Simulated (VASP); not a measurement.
Method: LDA (Ceperley-Alder, Perdew-Zunger), VASP's LDA PAW potentials (set 64) (plane waves; VASP).

A VASP calculation is set up with these files.

**POSCAR**
```
Sn
1.0
 -2.9401400000   2.9401400000   1.5993000000
  2.9401400000  -2.9401400000   1.5993000000
  2.9401400000   2.9401400000  -1.5993000000
Sn
2
Cartesian
 -0.0000000000   2.9401400000   0.7996500000
  0.0000000000   0.0000000000   0.0000000000
```

KPOINTS:
```
Automatic mesh
0
Gamma
12 12 12
0 0 0
```

INCAR:
```
# general
SYSTEM   =  Sn
PREC     =  Accurate
ENCUT    =  400
LREAL    =  .FALSE.
LASPH    =  .TRUE.

# electronic loop
EDIFF    =  1E-6
NELM     =  100
ALGO     =  Normal
LMAXMIX  =  4

# smearing
ISMEAR   =  1
SIGMA    =  0.1

# ions
IBRION   =  2
NSW      =  60
ISIF     =  3
EDIFFG   =  -0.01

# output
LWAVE    =  .FALSE.
LCHARG   =  .FALSE.
```

POTCAR, in this order: Sn_d (LDA.64 set). Program: vasp_std.

Output of the run:

### OSZICAR
```
       N       E                     dE             d eps       ncg     rms          rms(c)
DAV:   1     0.186947322806E+03    0.18695E+03   -0.13200E+04  5882   0.208E+03
DAV:   2     0.766096831287E+01   -0.17929E+03   -0.17720E+03  5882   0.404E+02
DAV:   3    -0.850055535828E+01   -0.16162E+02   -0.16026E+02  6766   0.132E+02
DAV:   4    -0.897327961472E+01   -0.47272E+00   -0.47135E+00  6702   0.250E+01
DAV:   5    -0.899098752425E+01   -0.17708E-01   -0.17706E-01  7862   0.431E+00    0.236E+00
DAV:   6    -0.896384499461E+01    0.27143E-01   -0.37260E-02  7636   0.295E+00    0.129E+00
DAV:   7    -0.895379041749E+01    0.10055E-01   -0.20469E-02  7658   0.207E+00    0.154E-01
DAV:   8    -0.895330776283E+01    0.48265E-03   -0.18263E-03  6818   0.688E-01    0.300E-02
DAV:   9    -0.895331154754E+01   -0.37847E-05   -0.45671E-05  7590   0.700E-02    0.131E-02
DAV:  10    -0.895331173678E+01   -0.18924E-06   -0.39689E-06  5816   0.254E-02
   1 F= -.89533117E+01 E0= -.89531597E+01  d E =-.895331E+01
       N       E                     dE             d eps       ncg     rms          rms(c)
DAV:   1    -0.107388591572E+02   -0.17855E+01   -0.36200E+01  6376   0.972E+01    0.724E+00
DAV:   2    -0.928662922396E+01    0.14522E+01   -0.29050E+00  6902   0.308E+01    0.306E+00
DAV:   3    -0.899479440288E+01    0.29183E+00   -0.82602E-01  7692   0.157E+01    0.450E-01
DAV:   4    -0.897916808346E+01    0.15626E-01   -0.25685E-02  5992   0.174E+00    0.107E-01
DAV:   5    -0.897801455942E+01    0.11535E-02   -0.17000E-03  7986   0.414E-01    0.547E-02
DAV:   6    -0.897793089311E+01    0.83666E-04   -0.76499E-05  7580   0.108E-01    0.150E-02
DAV:   7    -0.897792546573E+01    0.54274E-05   -0.99456E-06  6378   0.270E-02    0.132E-03
DAV:   8    -0.897792566568E+01   -0.19996E-06   -0.41908E-07  3168   0.637E-03
   2 F= -.89779257E+01 E0= -.89777681E+01  d E =-.246139E-01
       N       E                     dE             d eps       ncg     rms          rms(c)
DAV:   1    -0.910226869578E+01   -0.12434E+00   -0.27704E+00  6394   0.304E+01    0.185E+00
DAV:   2    -0.900529019464E+01    0.96979E-01   -0.16738E-01  7218   0.732E+00    0.826E-01
DAV:   3    -0.898307995752E+01    0.22210E-01   -0.70912E-02  7694   0.456E+00    0.975E-02
DAV:   4    -0.898206902064E+01    0.10109E-02   -0.23655E-03  6666   0.667E-01    0.343E-02
DAV:   5    -0.898194225232E+01    0.12677E-03   -0.12210E-04  7628   0.120E-01    0.152E-02
DAV:   6    -0.898193201240E+01    0.10240E-04   -0.12287E-05  6126   0.545E-02    0.312E-03
DAV:   7    -0.898193181226E+01    0.20014E-06   -0.58994E-07  3162   0.928E-03
   3 F= -.89819318E+01 E0= -.89817742E+01  d E =-.286201E-01
       N       E                     dE             d eps       ncg     rms          rms(c)
DAV:   1    -0.898229882896E+01   -0.36682E-03   -0.84834E-03  6392   0.163E+00    0.104E-01
DAV:   2    -0.898199282039E+01    0.30601E-03   -0.53943E-04  7176   0.415E-01    0.461E-02
DAV:   3    -0.898192408914E+01    0.68731E-04   -0.21299E-04  7702   0.250E-01    0.569E-03
DAV:   4    -0.898192084652E+01    0.32426E-05   -0.66987E-06  6102   0.348E-02    0.184E-03
DAV:   5    -0.898192046923E+01    0.37729E-06   -0.25071E-07  3002   0.566E-03
   4 F= -.89819205E+01 E0= -.89817630E+01  d E =-.286087E-01
       N       E                     dE             d eps       ncg     rms          rms(c)
DAV:   1    -0.898385518983E+01   -0.19343E-02   -0.45273E-02  6800   0.295E+00    0.221E-01
DAV:   2    -0.898251356103E+01    0.13416E-02   -0.27472E-03  7554   0.930E-01    0.116E-01
DAV:   3    -0.898203009352E+01    0.48347E-03   -0.13100E-03  7556   0.604E-01    0.233E-02
DAV:   4    -0.898202606264E+01    0.40309E-05   -0.17839E-04  6652   0.184E-01    0.818E-03
DAV:   5    -0.898202485427E+01    0.12084E-05   -0.59139E-06  7016   0.390E-02    0.304E-03
DAV:   6    -0.898202474881E+01    0.10546E-06   -0.11514E-06  3064   0.163E-02
   5 F= -.89820247E+01 E0= -.89818663E+01  d E =-.104280E-03
       N       E                     dE             d eps       ncg     rms          rms(c)
DAV:   1    -0.898202798682E+01   -0.31326E-05   -0.63428E-05  6822   0.111E-01    0.809E-03
DAV:   2    -0.898202615396E+01    0.18329E-05   -0.36005E-06  4872   0.346E-02    0.422E-03
DAV:   3    -0.898202549963E+01    0.65433E-06   -0.19801E-06  4054   0.222E-02
   6 F= -.89820255E+01 E0= -.89818670E+01  d E =-.105030E-03
       N       E                     dE             d eps       ncg     rms          rms(c)
DAV:   1    -0.898326533927E+01   -0.12392E-02   -0.29996E-02  6910   0.223E+00    0.177E-01
DAV:   2    -0.898238658655E+01    0.87875E-03   -0.18348E-03  7338   0.754E-01    0.951E-02
DAV:   3    -0.898206095495E+01    0.32563E-03   -0.91306E-04  7516   0.496E-01    0.186E-02
DAV:   4    -0.898205815944E+01    0.27955E-05   -0.11705E-04  6382   0.146E-01    0.709E-03
DAV:   5    -0.898205731697E+01    0.84247E-06   -0.42611E-06  6376   0.353E-02
   7 F= -.89820573E+01 E0= -.89818997E+01  d E =-.318173E-04
```

**OUTCAR**
```
------------------------ aborting loop because EDIFF is reached ----------------------------------------
  FORCE on cell =-STRESS in cart. coord.  units (eV):
  Direction    XX          YY          ZZ          XY          YZ          ZX
  --------------------------------------------------------------------------------------
  Total       -0.0020612     -0.0020612      0.0147630      0.0000000      0.0000000      0.0000000
  in kB       -0.0631194     -0.0631194      0.4520880      0.0000000      0.0000000      0.0000000
  external PRESSURE =       0.1086164 kB  Pullay stress =       0.0000000 kB
  volume of cell :       52.32
      direct lattice vectors                 reciprocal lattice vectors
    -2.889735667  2.889735667  1.566340114     0.000000000  0.173026206  0.319215473
     2.889735667 -2.889735667  1.566340114     0.173026206  0.000000000  0.319215473
     2.889735667  2.889735667 -1.566340114     0.173026206  0.173026206  0.000000000
 POSITION                                       TOTAL-FORCE (eV/Angst)
 -----------------------------------------------------------------------------------
      0.00000      2.88974      0.78317         0.000000      0.000000      0.000000
      0.00000     -0.00000      0.00000        -0.000000     -0.000000     -0.000000
 -----------------------------------------------------------------------------------
    total drift:                                0.000000     -0.000000      0.000000
  FREE ENERGIE OF THE ION-ELECTRON SYSTEM (eV)
  ---------------------------------------------------
  free  energy   TOTEN  =        -8.9820573170 eV

  energy  without entropy=       -8.9815845101  energy(sigma->0) =       -8.98189971

 reached required accuracy - stopping structural energy minimisation
```
(Selected blocks of OUTCAR.)

File CONTCAR:
```
Sn
   1.00000000000000
    -2.8897356670564593    2.8897356670564593    1.5663401142240492
     2.8897356670564593   -2.8897356670564593    1.5663401142240492
     2.8897356670564593    2.8897356670564593   -1.5663401142240492
  Sn
     2
Direct
     0.7500000000000000    0.2500000000000000    0.5000000000000000
     0.0000000000000000    0.0000000000000000    0.0000000000000000
```

Energy and stress use the plane-wave basis of the starting cell.

The structure comes from a computed database's Sn entry (I4_1/amd); how it stands against other phases isn't given here. This run relaxes it. Symmetry was kept, so distortions that lower it aren't found.
